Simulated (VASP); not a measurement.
Computed with revPBE GGA, VASP's PBE PAW potentials (set 64) (plane waves; VASP).

A VASP calculation is set up with these files.

**INCAR**
```
SYSTEM=Ag
PREC=Accurate; ENCUT=520; LREAL=F
LASPH=T
EDIFF=1E-7; NELM=100; ALGO=Normal
LMAXMIX=4
ISMEAR=1; SIGMA=0.1
GGA=RE
ISIF=2
LWAVE=F; LCHARG=F
```

POSCAR:
```
Ag
1
    0.0000000000     2.1157765423     2.1157765423
    2.1157765423     0.0000000000     2.1157765423
    2.1157765423     2.1157765423     0.0000000000
Ag
1
Direct
  0.0000000000   0.0000000000   1.0000000000
```

**KPOINTS**
```
Automatic mesh
0
Gamma
15 15 15
0 0 0
```

POTCAR, in this order: Ag (PBE.64 set). Program: vasp_std.

The run wrote:

OSZICAR:
```
       N       E                     dE             d eps       ncg     rms          rms(c)
DAV:   1     0.456225421199E+02    0.45623E+02   -0.56482E+03  2224   0.108E+03
DAV:   2    -0.207787394636E+01   -0.47700E+02   -0.45844E+02  2203   0.205E+02
DAV:   3    -0.247066512718E+01   -0.39279E+00   -0.39261E+00  2542   0.230E+01
DAV:   4    -0.247151663275E+01   -0.85151E-03   -0.85149E-03  2546   0.101E+00
DAV:   5    -0.247152299653E+01   -0.63638E-05   -0.63641E-05  2434   0.771E-02    0.386E+00
DAV:   6    -0.229344665791E+01    0.17808E+00   -0.89737E-01  2204   0.102E+01    0.276E+00
DAV:   7    -0.228995339501E+01    0.34933E-02   -0.54331E-03  2327   0.864E-01    0.160E+00
DAV:   8    -0.228868163859E+01    0.12718E-02   -0.96570E-04  2253   0.356E-01    0.503E-02
DAV:   9    -0.228869780714E+01   -0.16169E-04   -0.10228E-05  2578   0.328E-02    0.156E-02
DAV:  10    -0.228870604099E+01   -0.82339E-05   -0.61961E-06  2334   0.324E-02    0.254E-03
DAV:  11    -0.228870584279E+01    0.19820E-06   -0.55856E-08  1962   0.247E-03    0.601E-04
DAV:  12    -0.228870580071E+01    0.42082E-07   -0.87679E-09  1113   0.107E-03
   1 F= -.22887058E+01 E0= -.22885662E+01  d E =-.418853E-03
```

OUTCAR:
```
------------------------ aborting loop because EDIFF is reached ----------------------------------------
  FORCE on cell =-STRESS in cart. coord.  units (eV):
  Direction    XX          YY          ZZ          XY          YZ          ZX
  --------------------------------------------------------------------------------------
  Total       -0.2286020     -0.2286020     -0.2286020     -0.0000000      0.0000000      0.0000000
  in kB      -19.3353174    -19.3353174    -19.3353174     -0.0000000      0.0000000      0.0000000
  external PRESSURE =     -19.3353174 kB  Pullay stress =       0.0000000 kB
  volume of cell :       18.94
      direct lattice vectors                 reciprocal lattice vectors
     0.000000000  2.115776542  2.115776542    -0.236319852  0.236319852  0.236319852
     2.115776542  0.000000000  2.115776542     0.236319852 -0.236319852  0.236319852
     2.115776542  2.115776542  0.000000000     0.236319852  0.236319852 -0.236319852
 POSITION                                       TOTAL-FORCE (eV/Angst)
 -----------------------------------------------------------------------------------
      0.00000      0.00000      0.00000         0.000000     -0.000000      0.000000
 -----------------------------------------------------------------------------------
    total drift:                               -0.000000     -0.000000     -0.000000
  FREE ENERGIE OF THE ION-ELECTRON SYSTEM (eV)
  ---------------------------------------------------
  free  energy   TOTEN  =        -2.2887058007 eV

  energy  without entropy=       -2.2882869478  energy(sigma->0) =       -2.28856618
```
(Selected blocks of OUTCAR.)

The compound is Ag in the fcc structure. This cell is one point of a volume scan, at 1.03 of the reference volume.
